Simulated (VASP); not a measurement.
Output of a VASP run:

### OSZICAR
```
       N       E                     dE             d eps       ncg     rms          rms(c)
DAV:   1     0.102647703323E+03    0.10265E+03   -0.98565E+03  1720   0.207E+03
DAV:   2    -0.329150728065E+01   -0.10594E+03   -0.10309E+03  1687   0.305E+02
DAV:   3    -0.600117406528E+01   -0.27097E+01   -0.27035E+01  2037   0.663E+01
DAV:   4    -0.601944670487E+01   -0.18273E-01   -0.18271E-01  1981   0.483E+00
DAV:   5    -0.601963210035E+01   -0.18540E-03   -0.18537E-03  1589   0.581E-01    0.902E+00
DAV:   6    -0.596266843065E+01    0.56964E-01   -0.17226E+01  1811   0.104E+02    0.616E+00
DAV:   7    -0.500603308208E+01    0.95664E+00   -0.38194E+00  1792   0.967E+01    0.200E+00
DAV:   8    -0.501103488463E+01   -0.50018E-02   -0.20855E-01  2278   0.675E+00    0.117E+00
DAV:   9    -0.500180639438E+01    0.92285E-02   -0.25131E-02  1403   0.403E+00
   1 F= -.50018064E+01 E0= -.50017156E+01  d E =-.272334E-03
```

**OUTCAR**
```
------------------------ aborting loop because EDIFF is reached ----------------------------------------
  FORCE on cell =-STRESS in cart. coord.  units (eV):
  Direction    XX          YY          ZZ          XY          YZ          ZX
  --------------------------------------------------------------------------------------
  Total       -0.2468548     -0.2468548     -0.2468548     -0.0000000      0.0000000      0.0000000
  in kB      -14.5172936    -14.5172936    -14.5172936     -0.0000000      0.0000000      0.0000000
  external PRESSURE =     -14.5172936 kB  Pullay stress =       0.0000000 kB
  volume of cell :       27.24
      direct lattice vectors                 reciprocal lattice vectors
     3.009000000  0.000000000  0.000000000     0.332336324  0.000000000  0.000000000
     0.000000000  3.009000000  0.000000000     0.000000000  0.332336324  0.000000000
     0.000000000  0.000000000  3.009000000     0.000000000  0.000000000  0.332336324
 POSITION                                       TOTAL-FORCE (eV/Angst)
 -----------------------------------------------------------------------------------
      1.50450      1.50450      1.50450         0.000000      0.000000      0.000000
      0.00000      0.00000      0.00000         0.000000      0.000000      0.000000
 -----------------------------------------------------------------------------------
    total drift:                               -0.000000      0.000000      0.000000
  FREE ENERGIE OF THE ION-ELECTRON SYSTEM (eV)
  ---------------------------------------------------
  free  energy   TOTEN  =        -5.0018063944 eV

  energy  without entropy=       -5.0015340599  energy(sigma->0) =       -5.00171562
```
(Selected blocks of OUTCAR.)

POSCAR:
```
CuZn
1
    3.0090000000     0.0000000000     0.0000000000
    0.0000000000     3.0090000000     0.0000000000
    0.0000000000     0.0000000000     3.0090000000
Zn Cu
1 1
Direct
  0.5000000000   0.5000000000   0.5000000000
  0.0000000000   0.0000000000   0.0000000000
```

### Question
Reconstruct the remaining input files.

### Answer
One answer among several that fit: the input of the run itself, PBE GGA, plane waves, VASP's PBE PAW potentials (set 64).

KPOINTS:
```
Automatic mesh
0
Gamma
11 11 11
0 0 0
```

**INCAR**
```
PREC = Accurate
LMAXMIX = 4   # l cut-off of mixed one-centre charges
SYSTEM = CuZn
EDIFF = 1E-2
LCHARG = .FALSE.
LREAL = .FALSE.
ENCUT = 400   # plane-wave cut-off (eV)
LWAVE = .FALSE.
SIGMA = 0.1   # width (eV)
ALGO = Normal
ISIF = 2
GGA = PE
ISMEAR = 1   # Methfessel-Paxton
LASPH = .TRUE.
NELM = 100   # most electronic steps
```

POTCAR, in this order: Zn Cu (PBE.64 set). Program: vasp_std.

The compound is CuZn in the CsCl type structure. The cell was not relaxed at this level. The run is one of a series of settings (EDIFF = 1E-2 against the base run), some of them coarse on purpose. The electron count is odd and the run is not spin-polarised, which forces a metal.
